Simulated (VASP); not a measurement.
Level of theory: PBE GGA with D3 dispersion (zero damping), VASP's PBE PAW potentials (set 64) (plane waves; VASP).

VASP input:

POSCAR:
```
MoTe2
28.0491880
  0.0627217637  -0.1086372665   0.0000000000
  0.0627217637   0.1086372665   0.0000000000
  0.0000000000   0.0000000000   0.5000000077
Te Mo
4 2
Cartesian
  0.0627217637   0.0362124946   0.4396302029
  0.0627217637  -0.0362124946   0.1896301990
  0.0627217637  -0.0362124946   0.0603698048
  0.0627217637   0.0362124946   0.3103698087
  0.0627217637   0.0362124946   0.1250000019
  0.0627217637  -0.0362124946   0.3750000058
```

INCAR:
```
ALGO = Normal
EDIFF = 1E-7
ENCUT = 520
GGA = PE
ICHARG = 11
ISMEAR = 0
IVDW = 11
LASPH = .TRUE.
LCHARG = .FALSE.
LMAXMIX = 4
LORBIT = 11
LREAL = .FALSE.
LWAVE = .FALSE.
NELM = 100
PREC = Accurate
SIGMA = 0.05
SYSTEM = MoTe2
```

File KPOINTS:
```
k-points along high-symmetry lines
10
Line-mode
Reciprocal
  0.000000   0.000000   0.000000 ! GAMMA
  0.000000   0.500000   0.000000 ! M

  0.000000   0.500000   0.000000 ! M
 -0.333333   0.666667   0.000000 ! K

 -0.333333   0.666667   0.000000 ! K
  0.000000   0.000000   0.000000 ! GAMMA

  0.000000   0.000000   0.000000 ! GAMMA
  0.000000   0.000000   0.500000 ! A

  0.000000   0.000000   0.500000 ! A
  0.000000   0.500000   0.500000 ! L

  0.000000   0.500000   0.500000 ! L
 -0.333333   0.666667   0.500000 ! H

 -0.333333   0.666667   0.500000 ! H
  0.000000   0.000000   0.500000 ! A

  0.000000   0.500000   0.500000 ! L
  0.000000   0.500000   0.000000 ! M

 -0.333333   0.666667   0.500000 ! H
 -0.333333   0.666667   0.000000 ! K
```

POTCAR, in this order: Te Mo_sv (PBE.64 set). Program: vasp_std. Read from the step before: CHGCAR.

The resulting files:

### OUTCAR
```
 ion  position               nearest neighbor table
   1  0.333  0.667  0.879-   6 2.72   6 2.72   6 2.72   4 3.63
   2  0.667  0.333  0.379-   5 2.72   5 2.72   5 2.72   3 3.63
   3  0.667  0.333  0.121-   5 2.72   5 2.72   5 2.72   2 3.63
   4  0.333  0.667  0.621-   6 2.72   6 2.72   6 2.72   1 3.63
   5  0.333  0.667  0.250-   2 2.72   3 2.72   2 2.72   3 2.72   2 2.72   3 2.72
   6  0.667  0.333  0.750-   1 2.72   4 2.72   1 2.72   4 2.72   1 2.72   4 2.72
  LATTYP: Found a hexagonal cell.
 ALAT       =     3.5185887214
 C/A-ratio  =     3.9858577762
 Subroutine PRICEL returns:
 Original cell was already a primitive cell.
 Subroutine GETGRP returns: Found 24 space group operations
The static configuration has the point symmetry D_3d.
 The point group associated with its full space group is D_6h.
The dynamic configuration has the point symmetry D_3d.
 Subroutine INISYM returns: Found 24 space group operations
   k-points           NKPTS =     90   k-points in BZ     NKDIM =     90   number of bands    NBANDS=     31
   number of dos      NEDOS =    301   number of ions     NIONS =      6
   total plane-waves  NPLWV =  84672
   dimension x,y,z NGX =    28 NGY =   28 NGZ =  108
   dimension x,y,z NGXF=    56 NGYF=   56 NGZF=  216
   ions per type =               4   2
   PREC   = accura    normal or accurate (medium, high low for compatibility)
   ISTART =      0    job   : 0-new  1-cont  2-samecut
   ICHARG =     11    charge: 1-file 2-atom 10-const
   ISPIN  =      1    spin polarized calculation?
   LNONCOLLINEAR =      F non collinear calculations
   LSORBIT =      F    spin-orbit coupling
   INIWAV =      1    electr: 0-lowe 1-rand  2-diag
   ENCUT  =  520.0 eV  38.22 Ry    6.18 a.u.   6.54  6.54 26.08*2*pi/ulx,y,z
   NELM   =    100;   NELMIN=  2; NELMDL= -5     # of ELM steps
   EDIFF  = 0.1E-06   stopping-criterion for ELM
   LREAL  =      F    real-space projection
   NLSPLINE    = F    spline interpolate recip. space projectors
   LMAXMIX     =    4 max onsite mixed and CHGCAR
   VOSKOWN=      0    Vosko Wilk Nusair interpolation
   EDIFFG = 0.1E-05   stopping-criterion for IOM
   NSW    =      0    number of steps for IOM
   NBLOCK =      1;   KBLOCK =      1    inner block; outer block
...
```

File OSZICAR:
```
       N       E                     dE             d eps       ncg     rms          rms(c)
DAV:   1     0.407894273991E+03    0.40789E+03   -0.27458E+04  6556   0.150E+03
DAV:   2    -0.120073341645E+02   -0.41990E+03   -0.41137E+03  6972   0.349E+02
DAV:   3    -0.348305260181E+02   -0.22823E+02   -0.22305E+02  7119   0.679E+01
DAV:   4    -0.354948158463E+02   -0.66429E+00   -0.66197E+00  6921   0.111E+01
DAV:   5    -0.355145057366E+02   -0.19690E-01   -0.19677E-01  7355   0.195E+00
DAV:   6    -0.355149254122E+02   -0.41968E-03   -0.41957E-03  6910   0.285E-01
DAV:   7    -0.355149413374E+02   -0.15925E-04   -0.15924E-04  7323   0.499E-02
DAV:   8    -0.355149419217E+02   -0.58430E-06   -0.58425E-06  6811   0.884E-03
DAV:   9    -0.355149419491E+02   -0.27436E-07   -0.27393E-07  4904   0.174E-03
   1 F= -.37499984E+02 E0= -.37499984E+02  d E =-.153490E-20
```

File OUTCAR:
```
 val. band max:        8.0799094971   @ k =  -0.0000   0.0000   0.0000

 cond. band min:       8.8124599531   @ k =  -0.1852   0.3704   0.0000



 k-point     1 :       0.0000    0.0000    0.0000
  band No.  band energies     occupation
      1     -52.7179      2.00000
      2     -52.7179      2.00000
      3     -26.8834      2.00000
      4     -26.8834      2.00000
      5     -26.7567      2.00000
      6     -26.7567      2.00000
      7     -26.7567      2.00000
      8     -26.7567      2.00000
      9      -4.9106      2.00000
     10      -4.5904      2.00000
     11      -4.0724      2.00000
     12      -3.5748      2.00000
     13       2.2377      2.00000
     14       3.5302      2.00000
     15       4.9788      2.00000
     16       6.3066      2.00000
     17       6.3066      2.00000
     18       6.3220      2.00000
     19       6.3220      2.00000
     20       7.0377      2.00000
     21       7.0764      2.00000
     22       7.0764      2.00000
     23       7.1110      2.00000
     24       7.1111      2.00000
     25       7.7451      2.00000
     26       8.0799      2.00000
     27      11.0015      0.00000
     28      11.0020      0.00000
     29      11.1336      0.00000
     30      11.1405      0.00000
     31      11.2193      0.00000

 k-point     2 :       0.0000    0.0556    0.0000
  band No.  band energies     occupation
      1     -52.7176      2.00000
      2     -52.7176      2.00000
      3     -26.8825      2.00000
      4     -26.8825      2.00000
      5     -26.7606      2.00000
      6     -26.7606      2.00000
      7     -26.7576      2.00000
      8     -26.7576      2.00000
      9      -4.8668      2.00000
     10      -4.5471      2.00000
     11      -4.0397      2.00000
     12      -3.5462      2.00000
     13       2.2868      2.00000
     14       3.5772      2.00000
     15       4.9576      2.00000
     16       6.2062      2.00000
     17       6.2256      2.00000
     18       6.3412      2.00000
...
```

The density is held fixed in this step, so its total energy and stress have no physical meaning. Unless said otherwise, spin-orbit coupling is left out, though it shifts the bands of the heavy elements here.

The compound is MoTe2 in the 2H layered structure. It was relaxed first.
